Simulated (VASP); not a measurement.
```
MoTe2
1.0
    1.75824    -3.04536     0.00000
    1.75824     3.04536     0.00000
    0.00000     0.00000    13.94604
Te Mo
4 2
Direct
  0.33333   0.66667   0.87900
  0.66667   0.33333   0.37900
  0.66667   0.33333   0.12100
  0.33333   0.66667   0.62100
  0.33333   0.66667   0.25000
  0.66667   0.33333   0.75000
```

Computed with PBE GGA, VASP's PBE PAW potentials (set 64) (plane waves; VASP). Numerical set-up: 300 eV cut-off, 6×6×2 Γ-centred mesh, Fermi-Dirac smearing of 0.050 eV, potentials Te Mo_sv.

At this cut-off the stress carries a Pulay error, which pulls relaxed volumes low.

Question: Predict the energy per atom (σ→0), pressure, largest force.

Answer: 
| Item | Result |
|---|---|
| energy per atom (σ→0) | -5.996 eV/atom |
| pressure | 3.17 GPa |
| largest force | 0.00503 Ha/bohr |

The structure is a typed MoTe2 crystal. The cell was not relaxed at this level.
